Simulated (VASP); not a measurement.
Here is the system:

```
RbCl
1.0
    0.00000     3.31548     3.31548
    3.31548     0.00000     3.31548
    3.31548     3.31548     0.00000
Rb Cl
1 1
Direct
  0.00000   0.00000   0.00000
  0.50000   0.50000   0.50000
```

Method: PBE GGA with D4 dispersion, VASP's PBE PAW potentials (set 64) (plane waves; VASP). Numerical set-up: 520 eV cut-off, Gaussian smearing of 0.050 eV, potentials Rb_sv Cl.

**Question.** Give the energies of bands 6 to 11 at the high-symmetry points, in eV from the valence-band maximum.

**Answer.** 
```json
[
 {"band": "6", "Γ": "0.00", "X": "-0.32", "U": "-0.39", "L": "-0.83", "W": "-0.42"},
 {"band": "7", "Γ": "0.00", "X": "-0.10", "U": "-0.28", "L": "-0.32", "W": "-0.24"},
 {"band": "8", "Γ": "0.00", "X": "-0.10", "U": "-0.21", "L": "-0.32", "W": "-0.24"},
 {"band": "9", "Γ": "4.93", "X": "6.22", "U": "6.94", "L": "7.67", "W": "7.64"},
 {"band": "10", "Γ": "7.98", "X": "7.96", "U": "8.64", "L": "7.89", "W": "7.64"},
 {"band": "11", "Γ": "7.98", "X": "9.59", "U": "8.93", "L": "10.07", "W": "9.24"}
]
```

The gap is direct, 4.93 eV, from the valence maximum at Γ to the conduction minimum at Γ.

Measured: gap 8.50 eV (computed value off by -3.57 eV), as given by Aguado et al., (1998), arXiv:cond-mat/9809176.

The compound is RbCl in the rock salt structure. It was relaxed first.
